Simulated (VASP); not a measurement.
These are TPSS meta-GGA, VASP's PBE PAW potentials (set 64) (plane waves; VASP) values and carry that method's errors.

VASP input:

**KPOINTS**
```
Automatic mesh
0
Gamma
13 13 13
0 0 0
```

### POSCAR
```
CoAl
1
    2.8585429838     0.0000000000     0.0000000000
    0.0000000000     2.8585429838     0.0000000000
    0.0000000000     0.0000000000     2.8585429838
Al Co
1 1
Direct
  0.5000000000   0.5000000000   0.5000000000
  0.0000000000   0.0000000000   0.0000000000
```

### INCAR
```
SYSTEM = CoAl
PREC = Accurate
ENCUT = 520
EDIFF = 1E-7
NELM = 100
ALGO = Normal
LREAL = .FALSE.
LASPH = .TRUE.
ISMEAR = 1
SIGMA = 0.1
METAGGA = TPSS
LMIXTAU = .TRUE.
LMAXMIX = 4
LWAVE = .FALSE.
LCHARG = .FALSE.
ISIF = 2
```

POTCAR, in this order: Al Co (PBE.64 set). Program: vasp_std.

Question: Predict the energy per atom (σ→0), pressure, band gap (on the k-mesh).

Answer: 
| Property | Result |
|---|---|
| energy per atom (σ→0) | -11.975 eV/atom |
| band gap (on the k-mesh) | none (metal, semimetal or under 0.01 eV) |
| pressure | -5.34 GPa |

OSZICAR:
```
...
DAV:  12    -0.239486355407E+02   -0.85513E-04   -0.16393E-05  1828   0.572E-02    0.444E-02
DAV:  13    -0.239490970542E+02   -0.46151E-03   -0.29406E-04  1942   0.232E-01    0.190E-02
DAV:  14    -0.239490993362E+02   -0.22820E-05   -0.47253E-06  2014   0.307E-02    0.165E-02
DAV:  15    -0.239490971922E+02    0.21440E-05   -0.66802E-07  1744   0.146E-02    0.586E-03
DAV:  16    -0.239490986267E+02   -0.14346E-05   -0.59684E-07  1696   0.107E-02    0.203E-03
DAV:  17    -0.239490987510E+02   -0.12426E-06   -0.63100E-08   840   0.411E-03    0.867E-04
DAV:  18    -0.239490988007E+02   -0.49722E-07   -0.61554E-09   840   0.116E-03
   1 F= -.23949099E+02 E0= -.23949128E+02  d E =0.878198E-04
```

The compound is CoAl in the CsCl type structure. This cell is one point of a volume scan, at 1.03 of the reference volume. The run is not spin-polarised, so no magnetic state was tried.
